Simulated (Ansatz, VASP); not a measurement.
# Cl in VASP and in Ansatz

```
Cl
1.0
     3.08008   -1.95795    0.00000
     3.08008    1.95795    0.00000
     0.00000    0.00000    7.91492
Cl
4
Direct
  0.86833 0.13167 0.11093
  0.63167 0.36833 0.61093
  0.13167 0.86833 0.88907
  0.36833 0.63167 0.38907
```

Alike in both runs: functional PBE; dispersion D3(BJ); k mesh 8 × 8 × 4; occupations gaussian, width 0.02 eV; no spin polarisation.

Ansatz relaxed the structure, and its values are those at the end. VASP's run is a single point on that final structure, the one shown.

|  | VASP | Ansatz |
| --- | --- | --- |
| version | VASP 6.6.1 | Ansatz 0.2.0 |
| potentials or method | VASP PAW PBE potentials, release 64 (Cl) | scalar-relativistic, plane waves, PAW |
| plane-wave cutoff (eV) | 520 | 420 |
| valence electrons in the cell | 28 | 28 |

|  | VASP | Ansatz | Ansatz less VASP |
| --- | --- | --- | --- |
| gap on the k mesh at the Fermi level (eV) | 2.19 | 2.15 | -0.044 |
| least direct gap on the mesh (eV) | 2.19 | 2.15 | -0.044 |
| pressure (GPa) | 1.1 | 1.6 | +0.40 |
| rms of the force components (eV/Å) | 0.094 | 0.005 | -0.0893 |

A k mesh can miss the band edges. Expect the measured gap to be larger: semilocal functionals such as PBE lack the derivative discontinuity.
